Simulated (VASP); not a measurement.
These are PBE GGA with D3 dispersion (zero damping), VASP's PBE PAW potentials (set 64) (plane waves; VASP 6.6.1) values and carry that method's errors.

VASP input:

**KPOINTS**
```
k-points along high-symmetry lines
10
Line-mode
Reciprocal
  0.000000   0.000000   0.000000 ! GAMMA
  0.500000   0.000000   0.000000 ! M

  0.500000   0.000000   0.000000 ! M
  0.333333   0.333333   0.000000 ! K

  0.333333   0.333333   0.000000 ! K
  0.000000   0.000000   0.000000 ! GAMMA

  0.000000   0.000000   0.000000 ! GAMMA
  0.000000   0.000000   0.500000 ! A

  0.000000   0.000000   0.500000 ! A
  0.500000   0.000000   0.500000 ! L

  0.500000   0.000000   0.500000 ! L
  0.333333   0.333333   0.500000 ! H

  0.333333   0.333333   0.500000 ! H
  0.000000   0.000000   0.500000 ! A

  0.500000   0.000000   0.500000 ! L
  0.500000   0.000000   0.000000 ! M

  0.333333   0.333333   0.500000 ! H
  0.333333   0.333333   0.000000 ! K
```

**POSCAR**
```
Te
1.0
  2.2119285263  -3.8311722970   0.0000000000
  2.2119285263   3.8311722970   0.0000000000
  0.0000000000   0.0000000000   5.9509651639
Te
3
Cartesian
  0.6069970066   1.0513495750   3.9673120929
  3.2098630394   0.0000000000   0.0000000000
  0.6069970066  -1.0513495750   1.9836530710
```

INCAR:
```
SYSTEM = Te
PREC = Accurate
ENCUT = 520
EDIFF = 1E-7
NELM = 100
ALGO = Normal
LREAL = .FALSE.
LASPH = .TRUE.
ISMEAR = 0
SIGMA = 0.05
GGA = PE
IVDW = 11
LMAXMIX = 4
LWAVE = .FALSE.
LCHARG = .FALSE.
LORBIT = 11
ICHARG = 11
```

POTCAR, in this order: Te (PBE.64 set). Program: vasp_std. Read from the step before: CHGCAR.

Output

File OSZICAR:
```
       N       E                     dE             d eps       ncg     rms          rms(c)
DAV:   1     0.809594101930E+02    0.80959E+02   -0.66413E+03  2340   0.111E+03
DAV:   2    -0.313872739018E+01   -0.84098E+02   -0.80768E+02  3194   0.155E+02
DAV:   3    -0.856478322732E+01   -0.54261E+01   -0.53770E+01  2805   0.454E+01
DAV:   4    -0.866915000113E+01   -0.10437E+00   -0.10394E+00  2948   0.746E+00
DAV:   5    -0.867104408735E+01   -0.18941E-02   -0.18940E-02  2930   0.978E-01
DAV:   6    -0.867112507965E+01   -0.80992E-04   -0.80992E-04  3451   0.151E-01
DAV:   7    -0.867112556570E+01   -0.48604E-06   -0.48695E-06  2925   0.974E-03
DAV:   8    -0.867112558542E+01   -0.19724E-07   -0.18826E-07  2249   0.128E-03
   1 F= -.94727105E+01 E0= -.94723784E+01  d E =-.664223E-03
```

**OUTCAR**
```
 val. band max:        6.0812348005   @ k =   0.3519   0.2963   0.5000

 cond. band min:       6.1980050265   @ k =   0.3333   0.3333   0.5000



 k-point     1 :       0.0000    0.0000    0.0000
  band No.  band energies     occupation
      1      -7.5524      2.00000
      2      -4.2730      2.00000
      3      -4.2730      2.00000
      4       3.0749      2.00000
      5       3.3906      2.00000
      6       3.3906      2.00000
      7       4.3830      2.00000
      8       4.3830      2.00000
      9       5.1372      2.00000
     10       7.0593      0.00000
     11       7.0593      0.00000
     12       7.6787      0.00000
     13      11.0312      0.00000

 k-point     2 :       0.0556    0.0000    0.0000
  band No.  band energies     occupation
      1      -7.5304      2.00000
      2      -4.2776      2.00000
      3      -4.2669      2.00000
      4       2.8584      2.00000
      5       3.2193      2.00000
      6       3.3242      2.00000
      7       4.4849      2.00000
      8       4.6281      2.00000
      9       5.2203      2.00000
     10       6.9528      0.00000
     11       7.0370      0.00000
     12       7.6252      0.00000
     13      10.9855      0.00000

 k-point     3 :       0.1111    0.0000    0.0000
  band No.  band energies     occupation
      1      -7.4648      2.00000
      2      -4.2947      2.00000
      3      -4.2488      2.00000
      4       2.4053      2.00000
      5       2.9263      2.00000
      6       3.1656      2.00000
      7       4.6937      2.00000
      8       4.9616      2.00000
      9       5.4177      2.00000
     10       6.7431      0.00000
     11       6.9813      0.00000
     12       7.5257      0.00000
     13      10.7462      0.00000

 k-point     4 :       0.1667    0.0000    0.0000
  band No.  band energies     occupation
      1      -7.3576      2.00000
      2      -4.3335      2.00000
      3      -4.2195      2.00000
      4       1.9522      2.00000
...
```

The density is held fixed in this step, so its total energy and stress have no physical meaning. Unless said otherwise, spin-orbit coupling is left out, though it shifts the bands of the heavy elements here.

The compound is Te in the trig structure. It was relaxed first.
